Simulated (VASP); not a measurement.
Crystal: TaN.

```xyz
2
Lattice="0.0000 2.2113 2.2113 2.2113 0.0000 2.2113 2.2113 2.2113 0.0000" Properties=species:S:1:pos:R:3 pbc="T T T"
Ta    2.2113    2.2113    2.2113
N     0.0000    0.0000    0.0000
```

The cell comes from a database or a generator and needn't be the stable form of this composition.

```yaml
Program: VASP 6.6.1
Task: relaxation of cell and atoms
Functional: AM05
Potentials_or_basis: VASP PAW PBE potentials, release 64 (Ta_pv, N)
Cutoff: 600 eV
k_mesh: 14 × 14 × 14
Occupations: methfessel-paxton, width 0.1 eV
Spin: no spin polarisation
```

At the start: pressure -11.8 GPa; volume 10.81 Å³/atom.

Question: How do energy, volume and symmetry change on relaxing?

Answer: Over 4 steps the energy falls by 14.2 meV/atom and the volume is 10.44 Å³/atom (-3.5 %); space group Fm-3m (No. 225, to 0.05 Å).

The path:
```csv
step,energy change (eV),largest force (eV/Å),pressure (GPa),volume (Å³)
1,0.0000,0.0000,-11.76,21.63
2,0.1398,0.0000,35.42,19.24
3,-0.0284,0.0000,-0.35,20.90
4,-0.0284,0.0000,-0.07,20.88
```

Final structure:
```
Ta N
1.0
     0.00000    2.18558    2.18558
     2.18558    0.00000    2.18558
     2.18558    2.18558    0.00000
Ta N
1 1
Direct
  0.50000 0.50000 0.50000
  0.00000 0.00000 0.00000
```

Caveat: the PAW data sets were made with another functional, which shifts forces and pressure a little.
